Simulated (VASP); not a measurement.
Calculation: PBEsol GGA, VASP's PBE PAW potentials (set 64) (plane waves; VASP 6.6.1).

The input files of a VASP run:

**POSCAR**
```
Ni3Fe
1
    3.4860942921     0.0000000000    -0.0000000000
    0.0000000000     3.4860942921     0.0000000000
   -0.0000000000     0.0000000000     3.4860942921
Fe Ni
1 3
Direct
  0.0000000000   0.0000000000   0.0000000000
  0.0000000000   0.5000000000   0.5000000000
  0.5000000000   0.0000000000   0.5000000000
  0.5000000000   0.5000000000   0.0000000000
```

INCAR:
```
SYSTEM = Ni3Fe
PREC = Accurate
ENCUT = 500
EDIFF = 1E-6
NELM = 100
ALGO = Normal
LREAL = .FALSE.
LASPH = .TRUE.
ISMEAR = 1
SIGMA = 0.1
GGA = PS
LMAXMIX = 4
ISPIN = 2
MAGMOM = 2.8 0.6 0.6 0.6
LORBIT = 10
LWAVE = .FALSE.
LCHARG = .FALSE.
IBRION = 2
ISIF = 3
NSW = 40
EDIFFG = -0.02
```

File KPOINTS:
```
Regular mesh
0
G
 9 9 9
```

POTCAR, in this order: Fe Ni (PBE.64 set). Program: vasp_std.

Output of the run:

OSZICAR:
```
       N       E                     dE             d eps       ncg     rms          rms(c)
DAV:   1     0.238406229789E+03    0.23841E+03   -0.16925E+04  3580   0.209E+03
DAV:   2    -0.183547911760E+02   -0.25676E+03   -0.24822E+03  3557   0.371E+02
DAV:   3    -0.323111844876E+02   -0.13956E+02   -0.13243E+02  3608   0.120E+02
DAV:   4    -0.325267737027E+02   -0.21559E+00   -0.21315E+00  3715   0.154E+01
DAV:   5    -0.325326836056E+02   -0.59099E-02   -0.59085E-02  4933   0.211E+00    0.229E+01
DAV:   6    -0.287345021791E+02    0.37982E+01   -0.45033E+01  3585   0.102E+02    0.151E+01
DAV:   7    -0.300832312884E+02   -0.13487E+01   -0.12948E+01  4008   0.926E+01    0.218E+01
DAV:   8    -0.276439325447E+02    0.24393E+01   -0.10169E+01  4006   0.536E+01    0.446E+00
DAV:   9    -0.276719567575E+02   -0.28024E-01   -0.50828E-01  3996   0.982E+00    0.302E+00
DAV:  10    -0.276423024018E+02    0.29654E-01   -0.75309E-02  4155   0.733E+00    0.135E+00
DAV:  11    -0.276384673988E+02    0.38350E-02   -0.19742E-02  5297   0.175E+00    0.733E-01
DAV:  12    -0.276387905165E+02   -0.32312E-03   -0.24615E-03  4363   0.933E-01    0.258E-01
DAV:  13    -0.276388195102E+02   -0.28994E-04   -0.47423E-04  4780   0.310E-01    0.738E-02
DAV:  14    -0.276388168702E+02    0.26400E-05   -0.11164E-04  4681   0.207E-01    0.281E-02
DAV:  15    -0.276388156539E+02    0.12163E-05   -0.15419E-05  4692   0.493E-02    0.140E-02
DAV:  16    -0.276388158070E+02   -0.15307E-06   -0.14990E-06  1861   0.306E-02
   1 F= -.27638816E+02 E0= -.27638895E+02  d E =-.276388E+02  mag=     4.5114
```

OUTCAR:
```
------------------------ aborting loop because EDIFF is reached ----------------------------------------
  FORCE on cell =-STRESS in cart. coord.  units (eV):
  Direction    XX          YY          ZZ          XY          YZ          ZX
  --------------------------------------------------------------------------------------
  Total        0.0115212      0.0115212      0.0115212      0.0000000      0.0000000     -0.0000000
  in kB        0.4357049      0.4357049      0.4357049      0.0000000      0.0000000     -0.0000000
  external PRESSURE =       0.4357049 kB  Pullay stress =       0.0000000 kB
  volume of cell :       42.37
      direct lattice vectors                 reciprocal lattice vectors
     3.486094292  0.000000000  0.000000000     0.286853974  0.000000000  0.000000000
     0.000000000  3.486094292  0.000000000     0.000000000  0.286853974  0.000000000
     0.000000000  0.000000000  3.486094292     0.000000000  0.000000000  0.286853974
 POSITION                                       TOTAL-FORCE (eV/Angst)
 -----------------------------------------------------------------------------------
      0.00000      0.00000      0.00000         0.000000      0.000000      0.000000
      0.00000      1.74305      1.74305         0.000000      0.000000      0.000000
      1.74305      0.00000      1.74305         0.000000      0.000000      0.000000
      1.74305      1.74305      0.00000         0.000000      0.000000      0.000000
 -----------------------------------------------------------------------------------
    total drift:                                0.000000      0.000000      0.000000
  FREE ENERGIE OF THE ION-ELECTRON SYSTEM (eV)
  ---------------------------------------------------
  free  energy   TOTEN  =       -27.6388158070 eV

  energy  without entropy=      -27.6390521528  energy(sigma->0) =      -27.63889459

 total charge

# of ion       s       p       d       tot
------------------------------------------
    1        0.496   0.545   6.155   7.197
    2        0.527   0.558   8.350   9.435
    3        0.527   0.558   8.350   9.435
    4        0.527   0.558   8.350   9.435
--------------------------------------------------
tot          2.077   2.219  31.205  35.500

 magnetization (x)

# of ion       s       p       d       tot
------------------------------------------
    1        0.009   0.000   2.798   2.807
    2       -0.016  -0.043   0.626   0.567
    3       -0.016  -0.043   0.626   0.567
    4       -0.016  -0.043   0.626   0.567
--------------------------------------------------
tot         -0.039  -0.129   4.676   4.507

 reached required accuracy - stopping structural energy minimisation
```
(Selected blocks of OUTCAR.)

The compound is Ni3Fe in the L1_2 structure. It was relaxed first, which changed the volume by -5 %.
